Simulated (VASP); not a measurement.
Input:

```xyz
1
Lattice="-2.1726 2.1726 2.1726 2.1726 -2.1726 2.1726 2.1726 2.1726 -2.1726" Properties=species:S:1:pos:R:3 pbc="T T T"
Na     0.0000     0.0000     0.0000
```

Level of theory: PBE GGA, VASP's PBE PAW potentials (set 64) (plane waves; VASP). Settings: 450 eV cut-off, 11×11×11 Γ-centred mesh, first-order Methfessel-Paxton smearing of 0.10 eV, potentials Na_pv.

### Question
Predict the energy per atom (σ→0), band gap (on the k-mesh) with the smallest direct gap where there is one.

### Answer

The band gap (on the k-mesh) is none (metal, semimetal or under 0.01 eV) and the energy per atom (σ→0) is -1.304 eV/atom.

Only differences to runs with the same potentials and settings are physical.

The compound is Na in the bcc structure. The cell was not relaxed at this level. The run is one of a series of settings (ENCUT = 450 against the base run), some of them coarse on purpose.
